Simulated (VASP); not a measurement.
Given:

```xyz
2
Lattice="0.0000 2.1650 2.1650 2.1650 0.0000 2.1650 2.1650 2.1650 0.0000" Properties=species:S:1:pos:R:3 pbc="T T T"
Ti     0.0000     0.0000     0.0000
C      2.1650     2.1650     2.1650
```

Computed with PBE GGA with D3 dispersion (zero damping), VASP's PBE PAW potentials (set 64) (plane waves; VASP). Settings: 520 eV cut-off, 13×13×13 Γ-centred mesh, first-order Methfessel-Paxton smearing of 0.10 eV, potentials Ti_sv C.

**Question.** The ions, cell shape and volume are relaxed. Predict the relaxed structure.

**Answer.** 
```xyz
2
Lattice="0.0000 2.1521 2.1521 2.1521 0.0000 2.1521 2.1521 2.1521 0.0000" Properties=species:S:1:pos:R:3 pbc="T T T"
Ti     0.0000     0.0000     0.0000
C      2.1521     2.1521     2.1521
```
Space group Fm-3m (225), at a tolerance of 0.03 Å.

**Question.** How do energy and volume change from the first to the last step?

**Answer.** The energy (σ→0) changes by -2.6 meV/atom and the volume by -1.8 %, in 3 ionic steps.

```tsv
step	E(σ→0) (eV)	max force (eV/Å)	pressure (GPa)	volume (Å³)
1	-19.3118	0.000	-4.55	20.30
2	-19.3075	0.000	6.54	19.46
3	-19.3170	0.000	-0.01	19.94
```

The compound is TiC in the rock salt structure. This run relaxes it. Symmetry was kept, so distortions that lower it aren't found.
